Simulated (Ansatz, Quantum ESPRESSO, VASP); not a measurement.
## One structure in several programs: LaBi2ClO4 (P4/mmm, 8 atoms in the cell)

Self-consistent single point, at a second geometry (lattice scaled by 0.98). First geometry:

```xyz
8
Lattice="3.9889 0.0000 0.0000 0.0000 3.9889 0.0000 0.0000 0.0000 9.3332" Properties=species:S:1:pos:R:3 pbc="T T T"
La     0.0000     0.0000     0.0000
Bi     1.9945     1.9945     2.5982
Bi     1.9945     1.9945     6.7350
Cl     0.0000     0.0000     4.6666
O      0.0000     1.9945     1.5088
O      0.0000     1.9945     7.8244
O      1.9945     0.0000     1.5088
O      1.9945     0.0000     7.8244
```

Shared settings, as Ansatz (a quantum-chemistry and plane-wave program) writes them: kpoints.mp_grid.grid = 6 6 3; scf.occupations.method = fermi_dirac; scf.occupations.width = 0.02 eV. Potentials and cutoffs stand in the table.

| code | model | ΔF from the first geometry (meV/atom) | pressure (GPa) | largest force (eV/Å) | gap on the mesh (eV) | cutoff |
|---|---|---|---|---|---|---|
| VASP | LDA (PZ), VASP's LDA PAW potentials (set 64) | -26.0 | -3.30 | 0.361 | 1.250 | 400 eV |
| Ansatz | LDA (PW92), default PAW files made with PBE | -27.9 | -1.29 | 0.275 | 1.267 | default |
| Quantum ESPRESSO | LDA (PZ), PseudoDojo standard norm-conserving (PBE) pseudopotentials | -23.5 | -0.12 | 0.405 | 1.196 | 110 Ry |

For VASP (by 2.7 GPa) and Ansatz (by 0.5 GPa) the energy change implies a higher mean pressure, against the two pressures, than for the other programs: a sign of finite-basis (Pulay) stress.

Size of the force on each atom (eV/Å): Sizes of forces hide their directions.

```json
[
 {"code": "VASP", "La1": "0.000", "Bi2": "0.361", "Bi3": "0.361", "Cl4": "0.000", "O5": "0.071", "O6": "0.071", "O7": "0.071", "O8": "0.071"},
 {"code": "Ansatz", "La1": "0.000", "Bi2": "0.275", "Bi3": "0.275", "Cl4": "0.000", "O5": "0.109", "O6": "0.109", "O7": "0.109", "O8": "0.109"},
 {"code": "Quantum ESPRESSO", "La1": "0.000", "Bi2": "0.405", "Bi3": "0.405", "Cl4": "0.000", "O5": "0.080", "O6": "0.080", "O7": "0.080", "O8": "0.080"}
]
```

Gaps are read on the mesh.

On Ansatz's run: spin-orbit coupling is off.

The spread over the programs that give each value: ΔF from the first geometry within 4.4 meV/atom; pressure within 3.18 GPa; largest force within 0.130 eV/Å; gap on the mesh within 0.071 eV.

Ansatz's pressure is given at a fixed set of plane waves, as the other plane-wave codes print theirs; with its correction for the finite basis it is -0.79 GPa (the shift of 0.50 GPa shows how far the cutoff is from converged). The same LDA comes in different parametrisations, which differ slightly. In the force vectors, Ansatz (by 0.086) lies more than 0.08 eV/Å from the median of the plane-wave programs.

VASP's run is marked for a possible Pulay error in its stress at this cutoff; no cutoff test was made.

The starting cell comes from a database of computed structures (which also holds hypothetical and non-ambient phases and stackings), without a prior relaxation at this level. For this run, on top of that: lattice scaled by 0.98.

Left out of this page: CP2K and FLEUR (not drawn, or without a comparable value).

Keys are those of Ansatz 0.2.
